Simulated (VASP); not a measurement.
SiGe3:

```xyz
4
Lattice="4.6745 0.0000 0.0000 -2.3373 4.0482 0.0000 0.0000 0.0000 4.5387" Properties=species:S:1:pos:R:3 pbc="T T T"
Si    0.0000    0.0000    2.2694
Ge    1.6435    0.0000    0.0000
Ge   -0.8218    1.4233    0.0000
Ge    1.5155    2.6249    0.0000
```

The cell was built by a generator and needn't be a form met in nature.

```yaml
Program: VASP 6.6.1
Task: relaxation of cell and atoms
Functional: PBE
Potentials_or_basis: VASP PAW PBE potentials, release 64 (Si, Ge_d)
Cutoff: 520 eV
k_mesh: 5 × 5 × 5
Occupations: gaussian, width 0.15 eV
Spin: no spin polarisation
```

At the start: pressure 3.3 GPa; volume 21.47 Å³/atom.

Problem. Where does the relaxation end?

Solution. Over 17 steps the energy falls by 249.1 meV/atom and the volume is 21.12 Å³/atom (-1.7 %); space group P-62m (No. 189, to 0.05 Å).

Step by step:
```
step  energy change (eV)  largest force (eV/Å)  pressure (GPa)  volume (Å³)
   1              0.0000                0.7425            3.27        85.89
   2             -0.3476                0.1003           -1.97        91.26
   3             -0.4562                0.0615           -4.46        94.38
   4             -0.5738                0.0868           -6.26       100.38
   5             -0.5503                0.1417           -3.68        97.39
   6             -0.5720                0.0860           -4.75        98.90
   7             -0.7895                0.6001           -0.84        92.07
   8             -0.7893                0.5515           -0.70        92.19
   9             -0.8476                0.4903           -1.23        90.63
  10             -0.9777                0.2340           -0.81        86.05
  11             -0.8313                0.3147            4.71        77.30
  12             -0.9936                0.0264            0.84        83.33
  13             -0.9949                0.0803           -0.11        83.87
  14             -0.9946                0.0121            0.80        83.60
  15             -0.9887                0.0872           -0.54        86.28
  16             -0.9948                0.0226           -0.92        85.28
  17             -0.9964                0.0086           -0.26        84.47
```

Final structure:
```
Si Ge
1.0
     5.20920    0.00000    0.00000
    -2.60460    4.51130    0.00000
     0.00000    0.00000    3.59431
Si Ge
1 3
Cartesian
  0.0000 0.0000 1.7972
  1.8599 0.0000 0.0000
  -0.9300 1.6108 0.0000
  1.6746 2.9005 0.0000
```
